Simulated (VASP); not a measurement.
```yaml
crystal:
  lattice:
    - [1.52222, -2.63656, 0.00000]
    - [1.52222, 2.63656, 0.00000]
    - [0.00000, 0.00000, 3.24504]
  atoms:
    - { symbol: Ti, position: [0.00000, 0.00000, 0.00000] }
    - { symbol: B, position: [0.33333, 0.66667, 0.50000] }
    - { symbol: B, position: [0.66667, 0.33333, 0.50000] }
```

Level of theory: revPBE GGA, VASP's PBE PAW potentials (set 64) (plane waves; VASP). Numerical set-up: 520 eV cut-off, Gaussian smearing of 0.050 eV, potentials Ti_sv B.

**Question.** Estimate the band gap (along the path) with the smallest direct gap where there is one.

**Answer.** 
The band gap (along the path) is none (metal, semimetal or under 0.01 eV).

The compound is TiB2 in the AlB2 type structure. It was relaxed first.
